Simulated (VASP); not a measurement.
Computed with LDA (Ceperley-Alder, Perdew-Zunger), VASP's LDA PAW potentials (set 64) (plane waves; VASP).

Input for VASP

INCAR:
```
! general
SYSTEM  = MgI2
PREC    = Accurate
ENCUT   = 400
LREAL   = .FALSE.
LASPH   = .TRUE.

! electronic loop
EDIFF   = 1E-6
NELM    = 100
ALGO    = Normal
LMAXMIX = 4

! smearing
ISMEAR  = 0
SIGMA   = 0.05

! ions
IBRION  = 2
NSW     = 60
ISIF    = 3
EDIFFG  = -0.02

! output
LWAVE   = .FALSE.
LCHARG  = .FALSE.
```

POSCAR:
```
MgI2
1.0
  2.0332661134  -3.5217198135   0.0000000000
  2.0332661134   3.5217198135   0.0000000000
  0.0000000000   0.0000000000   6.8021638130
Mg I
1 2
direct
  0.0000000000   0.0000000000   0.0000000000
  0.3333330000   0.6666670000   0.2439080960
  0.6666670000   0.3333330000   0.7560919040
```

### KPOINTS
```
Automatic mesh
0
G
  6 6 3
```

POTCAR, in this order: Mg I (LDA.64 set). Program: vasp_std.

### Question
What will the output report for the number of irreducible k-points (NKPTS), largest plane-wave count, number of space-group operations, FFT grid (NGX, NGY, NGZ)?

### Answer

| Property | Value |
|---|---|
| number of irreducible k-points (NKPTS) | 17 |
| largest plane-wave count | 1798 |
| number of space-group operations | 12 |
| FFT grid (NGX, NGY, NGZ) | 28 × 28 × 48 |

The compound is MgI2 in the 1T layered structure. This run relaxes it. Symmetry was kept, so distortions that lower it aren't found. The start is the result of an earlier pass.
